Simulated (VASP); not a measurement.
Consider the following.

```yaml
crystal:
  lattice:
    - [0.00000, 1.75293, 1.75293]
    - [1.75293, 0.00000, 1.75293]
    - [1.75293, 1.75293, 0.00000]
  atoms:
    - { symbol: Ni, position: [0.00000, 0.00000, 0.00000], spin: 0.8 }
```

Level of theory: r2SCAN+rVV10, VASP's PBE PAW potentials (set 64) (plane waves; VASP). Run with 520 eV cut-off, 18×18×18 Γ-centred mesh, first-order Methfessel-Paxton smearing of 0.10 eV, potentials Ni.

Estimate the cell moment, energy per atom (σ→0), pressure, band gap (on the k-mesh) with the smallest direct gap where there is one.

```yaml
band gap (on the k-mesh): none (metal, semimetal or under 0.01 eV)
cell_moment: 0.75 μB
energy per atom (σ→0): -1128.6 kJ/mol-atom
pressure: -6.27 GPa
```

Give the moment on each site (PAW-sphere projection).

| site | moment (μB) |
|---|---|
| Ni1 | 0.78 |

Only differences to runs with the same potentials and settings are physical.

The compound is Ni in the fcc structure. This cell is one point of a volume scan, at 1.03 of the reference volume.
